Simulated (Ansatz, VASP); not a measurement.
# AlHNF (F-AlN-H chair, 1 layer) in two plane-wave programs

Wanted: the spread between two codes on one cell, functional and k mesh. The structure shown is the start of the Ansatz relaxation below; VASP solves that cell, so the two are compared at the walk's first step.

Main program and level: Ansatz 0.2.0; plane waves, with VASP 6.6.1 beside it; single point at PBE.

**1. The structure**

The cell holds 4 atoms: 1 H, 1 N, 1 Al and 1 F. Its edges and angles: a = 3.168 Å, b = 3.168 Å, c = 20.440 Å, α = 90.0°, β = 90.0°, γ = 120.0°. Vacuum lies along c.

**2. Ansatz: relaxation, PBE**

Ansatz runs on its default PAW (the set named soft_2) files.

The two programs are compared at the cell with which this relaxation starts, whose forces are those of its first step.

The input, input.yaml:

```yaml
crystal:
  lattice:
    - [3.168, 0.0, 0.0]
    - [-1.584, 2.7435684792, 0.0]
    - [0.0, 0.0, 20.44]
  atoms:
    - { symbol: H, position: [0.6666666667, 0.3333333333, 0.415851272] }
    - { symbol: "N", position: [0.6666666667, 0.3333333333, 0.4657534247] }
    - { symbol: Al, position: [0.3333333333, 0.6666666667, 0.4970645793] }
    - { symbol: F, position: [0.3333333333, 0.6666666667, 0.584148728] }
kpoints:
  mp_grid: { grid: [12, 12, 1] }
hamiltonian:
  xc: pbe
scf:
  occupations: { method: fermi_dirac, width: 0.05 }
  convergence: { dr2_threshold: 1.0e-08 }
efield:
  axis: 3
  dipole_correction: true
  ramp_position: 0.97
  ramp_width: 0.04
relax:
  f_tol: 0.01
  cell: { fix: [c, alpha, beta] }
output:
  write_potential: true
  write_density: true
  volumetric_format: npy
```

Started as:

```
> ansatz run input.yaml --threads 2 --pin off --max-ram 4096MiB --backend cpu --events-out ev --progress --plain --runs-dir out
```

Numbers of over 12 decimals in the logs are rounded to 6 here.

What it wrote:

```text
Warning: relax.cell: scf.convergence.dr2_threshold = 1e-8 eV is looser than the 4e-10 eV advised for a relaxation that steers and ends on the stress (1e-10 eV for each atom of the cell: 4). What an SCF threshold leaves in a stress goes as its square root, and in the free energy as the threshold itself, and one threshold admits the most on a small cell: [figures from the program's tests cut] Set scf.convergence.dr2_threshold to 4e-10 eV or tighter. The threshold is an SCF's pass mark: one that does not reach it within its budget of iterations ends unconverged, or closes short of it on a stop that the run arms, and scf.convergence.dr2_threshold's page says what that costs each kind of run
Engine: ansatz 0.2.0, aarch64-unknown-linux-gnu
Pseudopotentials: kind: paw
Pseudopotential: H, paw, valence charge 1, recommended cutoff 420 eV (normal), H.paw.azcp
Pseudopotential: N, paw, valence charge 5, recommended cutoff 420 eV (normal), N.paw.azcp
Pseudopotential: Al, paw, valence charge 3, recommended cutoff 420 eV (normal), Al.paw.azcp
Pseudopotential: F, paw, valence charge 7, recommended cutoff 420 eV (normal), F.paw.azcp
Functional definition: PBE
  parameter kappa = 0.804
  parameter beta = 0.066725
  exchange = pbe_x(kappa = kappa, mu = beta*pi^2/3)
  correlation = pbe_c(beta = beta)
Crystal: 4 atoms, lattice volume = 177.657 Å³
Basis set: ecut = 420 eV, 3453 PW (Γ), exchange–correlation on 48×48×288 points (8 copies of the dense FFT grid, shifted against one another)
Bands: 12, of which v1, the nominal top of the filled ones, is band 8 counted from 1 (7 counted from 0)
Symmetry: 6 space group operations
Space group: P3m1 (ITA 156), of the structure as read, at distance tolerance 5.6e-5 Å
k-points: 19 of 144 (time reversal used)
Non-local potential: H, projectors of the file, l = 0: 2, l = 1: 1
Non-local potential: N, projectors of the file, l = 0: 2, l = 1: 2, l = 2: 1
Non-local potential: Al, projectors of the file, l = 0: 2, l = 1: 2, l = 2: 1
Non-local potential: F, projectors of the file, l = 0: 2, l = 1: 2, l = 2: 1
PAW form: soft (Blöchl's): semilocal exchange-correlation on the pseudo side does not see the compensation charge
PAW one-centre angular grid: H, 110 points (default); XC on 64 Gauss nodes
PAW one-centre angular grid: N, 110 points (default); XC on 64 Gauss nodes
PAW one-centre angular grid: Al, 110 points (default); XC on 64 Gauss nodes
PAW one-centre angular grid: F, 110 points (default); XC on 64 Gauss nodes
Initial density: superposition of atomic densities (neutral atoms: chi_scale 0, normalization atom), corrected by the library's trained network
Initial wavefunctions: pseudopotential atomic-orbital guess
Functional: x = pbe(κ = 0.804, μ = 0.219515), c = pbe(β = 0.066725)
SCF iter   1: F=—  HF=-1748.918076 eV  |F-HF|=—  |Δ(HF+E_count)|=         —  Δρ=1.91e-3  dr2=1.48e-2  ethr=1.77e-3  p=-0.368 e·Å  D=-3.75e-1 V/Å  ΔV_dip=7.65 eV  dr2_dipole=3.97e-3  V_vac-E_F(+/−)=10.02/2.37 eV  ⟨swp⟩=9.0  Hψ=1918  notcnv=0
efield: sawtooth ramp at fractional position 0.9700 (set: `efield.ramp_position`, or a place that a band, a saddle search or an elastic batch's reference lends), width 0.0400; the density the first Hamiltonian is built on has a dipole p = -0.368 e·Å; the dipole correction subtracts the counter field D = -3.75e-1 V/Å, which shifts the + side's vacuum level by +7.65 eV against the − side's; the planar-averaged density in the ramp window peaks in size at 1.0e-5 e/Å³
preconditioner: auto → none  [insulator: Δε(μ)=2.082 eV  Ē_g=12.520 eV  σ=0.050 eV  W_gap=1.00  n_scr=10 (ndim 8)  ℏωp=11.1 eV  f_vac=0.710  D(μ)=0.00/eV (n_scr^D=0)  ε∞_Penn≈1.8]
SCF iter   2: F=—  HF=-1748.920710 eV  |F-HF|=—  |Δ(HF+E_count)|=   2.63e-3  Δρ=2.71e-3  dr2=1.52e-2  ethr=9.26e-5  p=-0.412 e·Å  D=-4.19e-1 V/Å  ΔV_dip=8.57 eV  dr2_dipole=1.04e-3  V_vac-E_F(+/−)=10.37/1.80 eV  ⟨swp⟩=3.2  Hψ=605  notcnv=0
SCF iter   3: F=—  HF=-1748.918110 eV  |F-HF|=—  |Δ(HF+E_count)|=   2.60e-3  Δρ=7.67e-4  dr2=1.22e-3  ethr=9.26e-5  p=-0.398 e·Å  D=-4.05e-1 V/Å  ΔV_dip=8.28 eV  dr2_dipole=1.65e-4  V_vac-E_F(+/−)=10.25/1.97 eV  ⟨swp⟩=2.6  Hψ=417  notcnv=0
SCF iter   4: F=—  HF=-1748.918707 eV  |F-HF|=—  |Δ(HF+E_count)|=   5.97e-4  Δρ=2.71e-4  dr2=1.42e-4  ethr=7.62e-6  p=-0.405 e·Å  D=-4.13e-1 V/Å  ΔV_dip=8.43 eV  dr2_dipole=9.86e-6  V_vac-E_F(+/−)=10.29/1.86 eV  ⟨swp⟩=2.5  Hψ=537  notcnv=0
SCF iter   5: F=—  HF=-1748.918832 eV  |F-HF|=—  |Δ(HF+E_count)|=   1.25e-4  Δρ=7.14e-5  dr2=7.03e-6  ethr=8.89e-7  p=-0.408 e·Å  D=-4.15e-1 V/Å  ΔV_dip=8.49 eV  dr2_dipole=4.55e-8  V_vac-E_F(+/−)=10.32/1.83 eV  ⟨swp⟩=2.4  Hψ=446  notcnv=0
[...]
SCF iter   2: F=—  HF=-1749.196877 eV  |F-HF|=—  |Δ(HF+E_count)|=   3.85e-4  Δρ=5.62e-5  dr2=8.51e-6  ethr=1.27e-7  p=-0.350 e·Å  D=-3.56e-1 V/Å  ΔV_dip=7.29 eV  dr2_dipole=1.24e-6  V_vac-E_F(+/−)=9.79/2.51 eV  ⟨swp⟩=2.0  Hψ=342  notcnv=0
SCF iter   3: F=—  HF=-1749.196871 eV  |F-HF|=—  |Δ(HF+E_count)|=   6.34e-6  Δρ=2.64e-5  dr2=6.76e-7  ethr=5.32e-8  p=-0.350 e·Å  D=-3.57e-1 V/Å  ΔV_dip=7.30 eV  dr2_dipole=2.57e-8  V_vac-E_F(+/−)=9.80/2.50 eV  ⟨swp⟩=2.0  Hψ=342  notcnv=0
[...]
Initial wavefunctions: pseudopotential atomic-orbital guess (no wavefunctions were taken with the density)
iter 1 solved again at ethr=3.79e-7 eV; its pass at ethr=3.10e-3 eV (dr2=6.07e-5 eV) is discarded
SCF iter   1: F=—  HF=-1749.196329 eV  |F-HF|=—  |Δ(HF+E_count)|=         —  Δρ=8.05e-6  dr2=4.01e-8  ethr=3.79e-7  p=-0.350 e·Å  D=-3.57e-1 V/Å  ΔV_dip=7.30 eV  dr2_dipole=2.32e-10  V_vac-E_F(+/−)=9.80/2.50 eV  ⟨swp⟩=4.2  Hψ=2598  notcnv=0
efield: sawtooth ramp at fractional position 0.9700 (set: `efield.ramp_position`, or a place that a band, a saddle search or an elastic batch's reference lends), width 0.0400; the density the first Hamiltonian is built on has a dipole p = -0.350 e·Å; the dipole correction subtracts the counter field D = -3.57e-1 V/Å, which shifts the + side's vacuum level by +7.30 eV against the − side's; the planar-averaged density in the ramp window peaks in size at 2.1e-6 e/Å³
eigensolver tolerance schedule: the retry pair's looser diagonalisation over-reported the residual by 1512.33 of it (diagonalisation noise at 0.23 of the residual, at the tolerance the schedule requests for it); recorded, not acted on — ethr = c·dr2/N_el stays at c = 1.0e-1
preconditioner: auto → none  [insulator: Δε(μ)=3.074 eV  Ē_g=12.901 eV  σ=0.050 eV  W_gap=1.00  n_scr=10 (ndim 8)  ℏωp=11.1 eV  f_vac=0.722  D(μ)=0.00/eV (n_scr^D=0)  ε∞_Penn≈1.7]
SCF iter   2: F=—  HF=-1749.196717 eV  |F-HF|=—  |Δ(HF+E_count)|=   3.88e-4  Δρ=6.69e-6  dr2=6.70e-8  ethr=2.51e-10  p=-0.350 e·Å  D=-3.57e-1 V/Å  ΔV_dip=7.30 eV  dr2_dipole=3.00e-9  V_vac-E_F(+/−)=9.80/2.50 eV  ⟨swp⟩=3.3  Hψ=545  notcnv=0
SCF iter   3: F=-1749.196717 eV  HF=-1749.196717 eV  |F-HF|=6.36e-10  |Δ(HF+E_count)|=   1.40e-8  Δρ=2.86e-6  dr2=5.17e-9  ethr=6.25e-11  p=-0.350 e·Å  D=-3.57e-1 V/Å  ΔV_dip=7.30 eV  dr2_dipole=2.81e-11  V_vac-E_F(+/−)=9.80/2.50 eV  ⟨swp⟩=10.5  Hψ=1913  notcnv=0
SCF 6 converged in 3 iterations: F = -1749.196717 eV  dr2 = 5.17e-9
relax step   6: F+E_penalty+E_count = -1749.19671693 eV  Δ(F+E_penalty+E_count) = +1.540e-4 eV  max|allowed force component| = 5.824e-3 eV/Å  Δτ_max = 0.0000 Å  P = -0.011 GPa  Ω = 177.496 Å³  fix = [c, alpha, beta]  reactions: c -0.004 GPa  stress off target by 1.51e-2 GPa on what of the cell is left free  SCF on the basis re-selected at this cell (its energy is not comparable with the rows above)  (3 SCF iters)
basis re-selected at this cell: Δ(F+E_penalty+E_count) = +1.540e-4 eV, ΔP = -0.007 GPa vs the last step (what re-selecting the basis moved, of the pressure what is left beyond the Pulay correction that the steps carried, after the strain that the cell walked since its last selection, with what the two solves' SCF thresholds leave and, on support functions, any second-order correction that the steps lacked; it is no m [...]
WARN: The output density's exchange-correlation potential varies sharply where the density is thin. Do not read a vacuum level from v_tot or v_xc, or from such a field of the output density. On a cell that repeats whose density bears no net charge and no dipole along the vacuum's axis use v_es (v_loc + v_h of the components); under efield.dipole_correction with no amplitude use v_es + v_field, which holds any externa [...]
SCF converged after 3 iterations
Free energy (F): -1749.196717 eV
Harris-Foulkes:  -1749.196717 eV  (|F-HF|=6.36e-10)
Internal energy: -1749.196717 eV  (E = F + TS)
E sigma→0 (E₀):  -1749.196717 eV
Fermi energy:    -3.798322 eV
Dipole field:    D = -0.356942 V/Å  (p = -0.350127 e·Å, saw-weighted, corrected)
Work function:   Φ+ = 9.7985 eV   Φ− = 2.5026 eV
Levels:          The Fermi level and band energies are counted from a zero that moves with the ramp; work functions are not
--- Per-component energies (eV) ---
  E_band       = -178.613505
  E_kinetic    = 377.948208
  E_local      = -6678.633193  (includes V_loc(G=0)·N_el)
  E_nonlocal   = 130.250682
  E_hartree    = 3149.139852
  E_xc         = -189.295702
  E_vxc        = -219.957693  (∫ρ·V_xc dr)
  E_paw        = -796.224651  (= ΣΔE_a)
  E_vpaw       = -90.029517  (= ΣTr[D̂ρ^β])
  E_aug_tail   = 0.000865  (compensation charges beyond the density's cutoff)
  E_efield     = 0.062488  (sawtooth field / dipole correction)
  E_vefield    = 3.527420  (∫n·V_field dr)
  E_ewald      = 2257.554735
  E_smearing   = -0.000000  (= −TS)
  E_closure    = 0.000000  (closes the sum)
  Σ components = -1749.196717   (vs F -1749.196717, Δ=0.00e0)
--- Forces (eV/Å), atoms counted from 1 ---
  atom   1  H     -0.00000000    -0.00000000     0.00023452
  atom   2  N      0.00000000     0.00000000     0.00523839
  atom   3  Al     0.00000000    -0.00000000    -0.00583400
  atom   4  F      0.00000000     0.00000000     0.00032100
  max |Σ_I F_I| component: 4.01e-5 eV/Å
--- Stress (GPa, compression-positive) ---
       -0.015091       0.000000       0.000000
        0.000000      -0.015091       0.000000
       -0.000000       0.000000      -0.003681
  P = ⅓ Tr σ = -0.0113 GPa (-0.113 kbar)
--- Band table (eV; the first three rows and the last of 19) ---
  k-point 0: bands = [... 4 lower, -5.8659, -5.8659, -5.4039, -5.4039, -2.3301, -0.7881, 0.3342, 1.6050]
  k-point 1: bands = [... 4 lower, -6.1681, -5.9368, -5.5208, -5.4100, -2.1522, -0.6225, 0.5631, 1.7924]
  k-point 2: bands = [... 4 lower, -6.7301, -6.1139, -5.7577, -5.4349, -1.7086, -0.1743, 1.1228, 2.2364]
  k-point 18: bands = [... 4 lower, -8.6994, -6.8275, -6.1926, -6.1208, 2.8858, 2.9338, 2.9341, 3.9588]
--- Relaxed structure (5 steps of the walk, 5 accepted, 1 SCFs on fresh bases) ---
  F+E_penalty+E_count = -1749.19671693 eV   max|allowed force component| = 5.824e-3 eV/Å   (the final SCF, on the basis selected at the relaxed cell)
  cell:  # Å, volume = 177.4965 Å³
    - [3.166570, 0, 0]
    - [-1.583285, 2.742330, 0]
    - [0, 0, 20.44]
  atoms:
    - { symbol: H, position: [0.666667, 0.333333, 0.416907] }
    - { symbol: N, position: [0.666667, 0.333333, 0.467180] }
    - { symbol: Al, position: [0.333333, 0.666667, 0.499393] }
    - { symbol: F, position: [0.333333, 0.666667, 0.579337] }
```

In the SCF lines HF is the Harris–Foulkes energy and dr2 the Hartree energy of the density residual, in eV; the loop may stop once dr2 is under the threshold and the program's other checks hold. Hψ counts applications of the Hamiltonian.

**3. VASP: single point, PBE, start cell**

The same cell, functional, mesh and smearing now go to VASP, with its own data sets.

Lines of VASP's logs that name or quote its potential files are left out, and so is its time.

The input, INCAR:

```
SYSTEM = AlHNF
PREC = Accurate
ENCUT = 520
EDIFF = 1E-06
NELM = 120
ISMEAR = -1
SIGMA = 0.05
LREAL = .FALSE.
ALGO = Normal
GGA = PE
NBANDS = 14
LORBIT = 11
LWAVE = .FALSE.
LCHARG = .FALSE.
ISIF = 2
LDIPOL = .TRUE.
IDIPOL = 3
DIPOL = 0.5 0.5 0.49
LVHAR = .TRUE.
LASPH = .TRUE.
GGA_COMPAT = .FALSE.
EFERMI = MIDGAP
NELMDL = -8
```

The input, POSCAR:

```
AlHNF
1.0
    3.1680000000      0.0000000000      0.0000000000
   -1.5840000000      2.7435680000      0.0000000000
    0.0000000000      0.0000000000     20.4400000000
H N Al F
1 1 1 1
Direct
    0.6666667274      0.3333334548      0.4158512720
    0.6666667274      0.3333334548      0.4657534247
    0.3333334548      0.6666669097      0.4970645793
    0.3333334548      0.6666669097      0.5841487280
```

The input, KPOINTS:

```
Automatic mesh
0
Gamma
12 12 1
0 0 0
```

Potentials, in the order of the species: H, N, Al and F (PBE family, release 64).

Started as:

```
> mpirun -np 1 vasp_std
```

What it wrote:

```text
[banner, memory and clock lines left out]
running    1 mpi-ranks, on    1 nodes
 distrk:  each k-point on    1 cores,    1 groups
 distr:  one band on    1 cores,    1 groups

 POSCAR found type information on POSCAR H N AlF
 POSCAR found :  4 types and       4 ions
 LDA part: xc-table for (Slater+PW92), standard interpolation
 POSCAR, INCAR and KPOINTS ok, starting setup
 FFT: planning ... GRIDC
 FFT: planning ... GRID_SOFT
 FFT: planning ... GRID
 WAVECAR not read
 entering main loop
       N       E                     dE             d eps       ncg     rms          rms(c)
DAV:   1     0.133939026655E+03    0.13394E+03   -0.58611E+03   540   0.839E+02
DAV:   2    -0.866363788131E+01   -0.14260E+03   -0.12977E+03   914   0.201E+02
DAV:   3    -0.267670910980E+02   -0.18103E+02   -0.17969E+02   688   0.880E+01
DAV:   4    -0.271021856874E+02   -0.33509E+00   -0.33491E+00   658   0.150E+01
DAV:   5    -0.271073106763E+02   -0.51250E-02   -0.51248E-02   706   0.169E+00
DAV:   6    -0.271074502073E+02   -0.13953E-03   -0.13953E-03   702   0.305E-01
DAV:   7    -0.271074550570E+02   -0.48497E-05   -0.48496E-05   702   0.522E-02
DAV:   8    -0.271074552388E+02   -0.18182E-06   -0.18169E-06   622   0.106E-02    0.101E+01
DAV:   9    -0.236166955431E+02    0.34908E+01   -0.94366E+00   712   0.234E+01    0.401E+00
DAV:  10    -0.234869678417E+02    0.12973E+00   -0.76784E-01   676   0.518E+00    0.274E+00
DAV:  11    -0.233395478986E+02    0.14742E+00   -0.92226E-02   670   0.340E+00    0.828E-01
DAV:  12    -0.232855655676E+02    0.53982E-01   -0.30901E-02   706   0.185E+00    0.306E-01
DAV:  13    -0.232785950294E+02    0.69705E-02   -0.17072E-02   682   0.903E-01    0.249E-01
DAV:  14    -0.232763365264E+02    0.22585E-02   -0.53720E-03   706   0.591E-01    0.695E-02
[...]
DAV:  19    -0.232793195018E+02   -0.57761E-04   -0.13040E-05   568   0.221E-02    0.671E-03
DAV:  20    -0.232794516604E+02   -0.13216E-03   -0.17950E-05   556   0.212E-02    0.401E-03
DAV:  21    -0.232794938492E+02   -0.42189E-04   -0.26147E-06   538   0.116E-02    0.190E-03
DAV:  22    -0.232795288989E+02   -0.35050E-04   -0.12787E-06   474   0.666E-03    0.148E-03
DAV:  23    -0.232795427163E+02   -0.13817E-04   -0.43227E-07   472   0.382E-03    0.758E-04
DAV:  24    -0.232795481332E+02   -0.54169E-05   -0.26818E-07   470   0.263E-03    0.261E-04
DAV:  25    -0.232795501051E+02   -0.19719E-05   -0.70475E-08   452   0.143E-03    0.112E-04
DAV:  26    -0.232795507668E+02   -0.66170E-06   -0.17888E-08   410   0.709E-04
   1 F= -.23279551E+02 E0= -.23279551E+02  d E =-.701717E-08
```

(Continued in part 2 of 2.)

[Lines on the potential files, build, host, timing and source positions are cut from VASP's logs without a mark.]

[Logs are printed without paths, hosts, clocks, repeated set-up lines and the standing remarks that a program may print on its own settings, such as how far it seeks lower states.]

[Hosts, paths, dates, database ids (printed as entryN), source tags and the programs' standing remarks are cut or masked in the printed files.]
